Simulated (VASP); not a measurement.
The system is Hf2Pd2Se2Br2O3.

```
CELL_PARAMETERS angstrom
5.78628 0.00000 0.00000
-2.89314 5.01106 0.00000
0.00000 0.00000 8.69643
ATOMIC_POSITIONS crystal
Hf 0.33333 0.66667 0.50000
Hf 0.66667 0.33333 0.50000
Pd 0.33333 0.66667 0.00000
Pd 0.66667 0.33333 0.00000
Se 0.00000 0.00000 0.26783
Se 0.00000 0.00000 0.73217
Br 0.00000 0.00000 0.00000
Br 0.00000 0.00000 0.50000
O 0.50000 0.00000 0.50000
O 0.00000 0.50000 0.50000
O 0.50000 0.50000 0.50000
```

The cell was built by a generator and needn't be a form met in nature.

- Program: VASP 6.6.1
- Task: relaxation of cell and atoms
- Functional: PBE
- Potentials or basis: VASP PAW PBE potentials, release 64 (Hf_pv, Pd, Se, Br, O)
- Cutoff: 520 eV
- k mesh: 3 × 3 × 2
- Occupations: gaussian, width 0.15 eV
- Spin: no spin polarisation

At the start: pressure 43.6 GPa; volume 22.92 Å³/atom.

Problem. How do energy, volume and symmetry change on relaxing?

Solution. Over 11 steps the energy falls by 1204.0 meV/atom and the volume is 34.65 Å³/atom (+51.2 %); space group P6/mmm (No. 191, to 0.05 Å).

The path:
| step | energy change (eV) | largest force (eV/Å) | pressure (GPa) | volume (Å³) |
| --- | --- | --- | --- | --- |
| 1 | 0.0000 | 7.2025 | 43.56 | 252.16 |
| 2 | -4.4081 | 1.1414 | -10.22 | 554.20 |
| 3 | -12.7089 | 1.0736 | -0.37 | 378.62 |
| 4 | -12.7770 | 1.0292 | 0.09 | 373.64 |
| 5 | -12.7781 | 0.8848 | 1.22 | 367.62 |
| 6 | -12.7814 | 0.9700 | 0.72 | 370.33 |
| 7 | -13.2216 | 0.2949 | -0.01 | 381.08 |
| 8 | -13.2360 | 0.2539 | -0.13 | 383.35 |
| 9 | -13.2362 | 0.2540 | -0.12 | 383.67 |
| 10 | -13.2416 | 0.1573 | 0.05 | 382.46 |
| 11 | -13.2441 | 0.0404 | 0.09 | 381.19 |

Final structure:
```cif
data_structure
_symmetry_space_group_name_H-M 'P 1'
_symmetry_Int_Tables_number 1
_cell_length_a 6.5431
_cell_length_b 6.5431
_cell_length_c 10.2813
_cell_angle_alpha 90.000
_cell_angle_beta 90.000
_cell_angle_gamma 120.000
_cell_volume 381.19
loop_
_atom_site_label
_atom_site_type_symbol
_atom_site_fract_x
_atom_site_fract_y
_atom_site_fract_z
_atom_site_occupancy
Hf1 Hf 0.33333 0.66667 0.50000 1
Hf2 Hf 0.66667 0.33333 0.50000 1
Pd1 Pd 0.33333 0.66667 0.00000 1
Pd2 Pd 0.66667 0.33333 0.00000 1
Se1 Se 0.00000 0.00000 0.25255 1
Se2 Se 0.00000 0.00000 0.74745 1
Br1 Br 0.00000 0.00000 0.00000 1
Br2 Br 0.00000 0.00000 0.50000 1
O1 O 0.50000 0.00000 0.50000 1
O2 O 0.00000 0.50000 0.50000 1
O3 O 0.50000 0.50000 0.50000 1
```

Caveat: the k mesh is coarse (spacing up to 0.42 Å⁻¹), so the values aren't converged; the volume moved by over 15 % at a fixed basis, so the end points are rough.
